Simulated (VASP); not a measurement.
Calculation: revTPSS meta-GGA, VASP's PBE PAW potentials (set 64) (plane waves; VASP).

VASP ran on this input.

**KPOINTS**
```
Automatic mesh
0
Gamma
14 14 14
0 0 0
```

### INCAR
```
ALGO = Normal
EDIFF = 1E-6
EDIFFG = -0.01
ENCUT = 520
IBRION = 2
ISIF = 3
ISMEAR = 1
LASPH = .TRUE.
LCHARG = .FALSE.
LMAXMIX = 4
LMIXTAU = .TRUE.
LREAL = .FALSE.
LWAVE = .FALSE.
METAGGA = RTPSS
NELM = 100
NSW = 60
PREC = Accurate
SIGMA = 0.1
SYSTEM = In
```

### POSCAR
```
In
1.0
 -1.6250000000   1.6250000000   2.4750000000
  1.6250000000  -1.6250000000   2.4750000000
  1.6250000000   1.6250000000  -2.4750000000
In
1
Cart
  0.0000000000   0.0000000000   0.0000000000
```

POTCAR, in this order: In_d (PBE.64 set). Program: vasp_std.

What VASP printed:

**OUTCAR**
```
 ion  position               nearest neighbor table
   1  0.000  0.000  0.000-
  LATTYP: Found a body centered tetragonal cell.
 ALAT       =     3.2500000000
 C/A-ratio  =     1.5230769231
 Subroutine PRICEL returns:
 Original cell was already a primitive cell.
 Subroutine GETGRP returns: Found 16 space group operations
The static configuration has the point symmetry D_4h.
The dynamic configuration has the point symmetry D_4h.
 Subroutine INISYM returns: Found 16 space group operations
 Subroutine IBZKPT returns following result:
 Found    244 irreducible k-points:

 Following reciprocal coordinates:
            Coordinates               Weight
  0.000000  0.000000  0.000000      1.000000
  0.071429  0.000000  0.000000      8.000000
  0.142857  0.000000  0.000000      8.000000
  0.214286 -0.000000  0.000000      8.000000
  0.285714  0.000000 -0.000000      8.000000
  0.357143  0.000000  0.000000      8.000000
  0.428571 -0.000000  0.000000      8.000000
  0.500000  0.000000 -0.000000      4.000000
  0.071429  0.071429 -0.000000      8.000000
...
```

### OSZICAR
```
       N       E                     dE             d eps       ncg     rms          rms(c)
DAV:   1     0.101627599229E+03    0.10163E+03   -0.69305E+03  4918   0.181E+03
DAV:   2     0.157545790677E+02   -0.85873E+02   -0.84605E+02  4942   0.365E+02
DAV:   3     0.967284377996E+01   -0.60817E+01   -0.60606E+01  5804   0.135E+02
DAV:   4     0.949413965315E+01   -0.17870E+00   -0.17864E+00  6232   0.256E+01
DAV:   5     0.948856261052E+01   -0.55770E-02   -0.55768E-02  6944   0.386E+00    0.437E+00
DAV:   6     0.149629994523E+02    0.54744E+01   -0.10866E+01  4880   0.791E+01    0.145E+00
DAV:   7     0.146424840936E+02   -0.32052E+00   -0.32775E-01  5106   0.101E+01    0.114E+00
DAV:   8     0.148690983600E+02    0.22661E+00   -0.51007E-01  5266   0.152E+01    0.576E-01
DAV:   9     0.146129254544E+02   -0.25617E+00   -0.10028E-01  4892   0.568E+00    0.318E-01
DAV:  10     0.146189983076E+02    0.60729E-02   -0.24043E-03  5408   0.534E-01    0.237E-01
DAV:  11     0.146126878304E+02   -0.63105E-02   -0.17540E-02  5438   0.309E+00    0.682E-02
DAV:  12     0.146121281059E+02   -0.55972E-03   -0.96023E-04  5160   0.377E-01    0.534E-02
DAV:  13     0.146121419773E+02    0.13871E-04   -0.22452E-04  7244   0.329E-01    0.674E-02
DAV:  14     0.146121265144E+02   -0.15463E-04   -0.18060E-05  5620   0.999E-02    0.504E-02
DAV:  15     0.146121240416E+02   -0.24728E-05   -0.34057E-06  5070   0.229E-02    0.360E-03
DAV:  16     0.146121245725E+02    0.53095E-06   -0.40846E-07  2726   0.118E-02
   1 F= 0.14612125E+02 E0= 0.14612072E+02  d E =0.146121E+02
       N       E                     dE             d eps       ncg     rms          rms(c)
DAV:   1     0.143361058152E+02   -0.27602E+00   -0.69887E+00  5476   0.595E+01    0.319E+00
DAV:   2     0.145834847224E+02    0.24738E+00   -0.59656E-01  5608   0.195E+01    0.110E+00
DAV:   3     0.146094482080E+02    0.25963E-01   -0.10150E-01  5682   0.695E+00    0.292E-01
DAV:   4     0.146073189615E+02   -0.21292E-02   -0.18715E-02  4944   0.107E+00    0.236E-01
DAV:   5     0.146062373353E+02   -0.10816E-02   -0.86470E-04  5080   0.494E-01    0.124E-01
DAV:   6     0.146064107859E+02    0.17345E-03   -0.87881E-04  5080   0.274E-01    0.717E-02
DAV:   7     0.146061737260E+02   -0.23706E-03   -0.23765E-04  4966   0.262E-01    0.202E-02
DAV:   8     0.146061471109E+02   -0.26615E-04   -0.14377E-05  5350   0.403E-02    0.538E-03
DAV:   9     0.146061490449E+02    0.19340E-05   -0.12422E-06  5188   0.162E-02    0.220E-03
DAV:  10     0.146061463395E+02   -0.27054E-05   -0.20958E-06  4948   0.184E-02    0.708E-04
DAV:  11     0.146061463624E+02    0.22894E-07   -0.34980E-07  2574   0.119E-02
   2 F= 0.14606146E+02 E0= 0.14606083E+02  d E =-.597821E-02
       N       E                     dE             d eps       ncg     rms          rms(c)
DAV:   1     0.146030940515E+02   -0.30523E-02   -0.82006E-02  5512   0.683E+00    0.340E-01
DAV:   2     0.146057415895E+02    0.26475E-02   -0.59737E-03  5622   0.189E+00    0.120E-01
DAV:   3     0.146060642729E+02    0.32268E-03   -0.13399E-03  5744   0.791E-01    0.418E-02
DAV:   4     0.146060677538E+02    0.34809E-05   -0.22941E-04  4962   0.108E-01    0.381E-02
DAV:   5     0.146060711219E+02    0.33681E-05   -0.88198E-06  5590   0.496E-02    0.143E-02
DAV:   6     0.146060697332E+02   -0.13887E-05   -0.30061E-06  5320   0.245E-02    0.963E-03
DAV:   7     0.146060681422E+02   -0.15910E-05   -0.27159E-06  4922   0.283E-02    0.414E-03
DAV:   8     0.146060683300E+02    0.18775E-06   -0.21828E-07  2526   0.586E-03
   3 F= 0.14606068E+02 E0= 0.14606001E+02  d E =-.605624E-02
       N       E                     dE             d eps       ncg     rms          rms(c)
DAV:   1     0.146059835393E+02   -0.84603E-04   -0.23297E-03  5526   0.114E+00    0.576E-02
DAV:   2     0.146060669758E+02    0.83436E-04   -0.17356E-04  5628   0.323E-01    0.203E-02
DAV:   3     0.146060750432E+02    0.80674E-05   -0.37367E-05  5694   0.132E-01    0.640E-03
DAV:   4     0.146060718513E+02   -0.31919E-05   -0.60549E-06  4972   0.182E-02    0.617E-03
DAV:   5     0.146060696948E+02   -0.21566E-05   -0.20098E-07  2502   0.771E-03    0.268E-03
DAV:   6     0.146060690090E+02   -0.68578E-06   -0.69115E-08  2492   0.470E-03
   4 F= 0.14606069E+02 E0= 0.14606002E+02  d E =-.605556E-02
       N       E                     dE             d eps       ncg     rms          rms(c)
DAV:   1     0.146054667707E+02   -0.60292E-03   -0.21881E-02  5576   0.169E+00    0.127E-01
DAV:   2     0.146058345001E+02    0.36773E-03   -0.40448E-04  6828   0.366E-01    0.822E-02
DAV:   3     0.146059875738E+02    0.15307E-03   -0.22727E-04  5190   0.347E-01    0.155E-02
DAV:   4     0.146059650953E+02   -0.22479E-04   -0.40710E-05  4956   0.739E-02    0.156E-02
DAV:   5     0.146059819838E+02    0.16889E-04   -0.17582E-05  4950   0.589E-02    0.990E-03
DAV:   6     0.146059646228E+02   -0.17361E-04   -0.10685E-05  4900   0.401E-02    0.395E-04
DAV:   7     0.146059642583E+02   -0.36443E-06   -0.74091E-07  4292   0.103E-02
   5 F= 0.14605964E+02 E0= 0.14605901E+02  d E =-.104751E-03
       N       E                     dE             d eps       ncg     rms          rms(c)
DAV:   1     0.146055989713E+02   -0.36565E-03   -0.14935E-02  5574   0.140E+00    0.105E-01
DAV:   2     0.146058505843E+02    0.25161E-03   -0.27676E-04  6824   0.302E-01    0.679E-02
DAV:   3     0.146059550285E+02    0.10444E-03   -0.15558E-04  5184   0.285E-01    0.128E-02
DAV:   4     0.146059389554E+02   -0.16073E-04   -0.28319E-05  4954   0.615E-02    0.127E-02
DAV:   5     0.146059513096E+02    0.12354E-04   -0.12827E-05  4958   0.502E-02    0.815E-03
DAV:   6     0.146059385826E+02   -0.12727E-04   -0.74993E-06  4910   0.337E-02    0.353E-04
DAV:   7     0.146059383478E+02   -0.23478E-06   -0.48759E-07  2996   0.824E-03
   6 F= 0.14605938E+02 E0= 0.14605883E+02  d E =-.130661E-03
```

File OUTCAR:
```
------------------------ aborting loop because EDIFF is reached ----------------------------------------
  FORCE on cell =-STRESS in cart. coord.  units (eV):
  Direction    XX          YY          ZZ          XY          YZ          ZX
  --------------------------------------------------------------------------------------
  Total        0.0067583      0.0067583      0.0038508      0.0000000     -0.0000000      0.0000000
  in kB        0.4311343      0.4311343      0.2456533      0.0000000     -0.0000000      0.0000000
  external PRESSURE =       0.3693073 kB  Pullay stress =       0.0000000 kB
  volume of cell :       25.12
      direct lattice vectors                 reciprocal lattice vectors
    -1.598382906  1.598382906  2.457626678     0.000000000  0.312816158  0.203448312
     1.598382906 -1.598382906  2.457626678     0.312816158  0.000000000  0.203448312
     1.598382906  1.598382906 -2.457626678     0.312816158  0.312816158  0.000000000
 POSITION                                       TOTAL-FORCE (eV/Angst)
 -----------------------------------------------------------------------------------
      0.00000      0.00000     -0.00000         0.000000      0.000000      0.000000
 -----------------------------------------------------------------------------------
    total drift:                                0.000000      0.000000      0.000000
  FREE ENERGIE OF THE ION-ELECTRON SYSTEM (eV)
  ---------------------------------------------------
  free  energy   TOTEN  =        14.6059383478 eV

  energy  without entropy=       14.6057721621  energy(sigma->0) =       14.60588295

 reached required accuracy - stopping structural energy minimisation
```
(Selected blocks of OUTCAR.)

File CONTCAR:
```
In
   1.00000000000000
    -1.5983829057862313    1.5983829057862313    2.4576266778881770
     1.5983829057862313   -1.5983829057862313    2.4576266778881770
     1.5983829057862313    1.5983829057862313   -2.4576266778881770
  In
     1
Direct
     0.0000000000000000    0.0000000000000000    0.0000000000000000
```

### OUTCAR
```
 val. band max:        7.9470996066   @ k =   0.2857   0.1429   0.0714

 cond. band min:       7.9814602161   @ k =   0.5000   0.5000   0.2143


 Fermi energy:         7.9782235915

 k-point     1 :       0.0000    0.0000    0.0000
  band No.  band energies     occupation
      1      -6.8319      2.00000
      2      -6.6961      2.00000
      3      -6.6961      2.00000
      4      -6.6166      2.00000
      5      -6.4816      2.00000
      6      -1.9311      2.00000
      7      18.9720      0.00000
      8      18.9720      0.00000
      9      19.1749      0.00000
     10      19.6285      0.00000

 k-point     2 :       0.0714    0.0000    0.0000
  band No.  band energies     occupation
      1      -6.8222      2.00000
      2      -6.6972      2.00000
      3      -6.6870      2.00000
      4      -6.6145      2.00000
      5      -6.4856      2.00000
      6      -1.8152      2.00000
      7      17.4850      0.00000
      8      18.7786      0.00000
      9      18.8219      0.00000
     10      19.5188      0.00000

 k-point     3 :       0.1429    0.0000    0.0000
  band No.  band energies     occupation
      1      -6.8022      2.00000
      2      -6.7049      2.00000
      3      -6.6648      2.00000
      4      -6.5990      2.00000
      5      -6.4938      2.00000
      6      -1.4643      2.00000
      7      14.9511      0.00000
      8      18.0759      0.00000
      9      18.4997      0.00000
     10      19.4841      0.00000

 k-point     4 :       0.2143   -0.0000    0.0000
  band No.  band energies     occupation
      1      -6.7896      2.00000
      2      -6.7240      2.00000
      3      -6.6447      2.00000
      4      -6.5546      2.00000
      5      -6.4933      2.00000
      6      -0.8717      2.00000
      7      12.4215      0.00000
      8      17.3267      0.00000
      9      18.1752      0.00000
     10      19.4344      0.00000

 k-point     5 :       0.2857    0.0000   -0.0000
...
```

Energy and stress use the plane-wave basis of the starting cell. Unless said otherwise, spin-orbit coupling is left out, though it shifts the bands of the heavy elements here.

The compound is In in the bct structure. This run relaxes it. Symmetry was kept, so distortions that lower it aren't found.
